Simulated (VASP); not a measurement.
```
CdTe
1.0
    0.00000     3.24925     3.24925
    3.24925     0.00000     3.24925
    3.24925     3.24925     0.00000
Cd Te
1 1
Cartesian
  0.00000   0.00000   0.00000
  1.62462   1.62462   1.62462
```

Level of theory: PBEsol GGA, VASP's PBE PAW potentials (set 64) (plane waves; VASP 6.6.1). Settings: 520 eV cut-off, Gaussian smearing of 0.050 eV, potentials Cd Te.

Unless said otherwise, spin-orbit coupling is left out, though it shifts the bands of the heavy elements here.

Problem. Estimate the band gap (along the path) with the smallest direct gap where there is one.

Solution. 
The band gap (along the path) is 0.64 eV and the smallest direct gap (along the path) is 0.64 eV.

The compound is CdTe in the zinc blende structure. It was relaxed first.
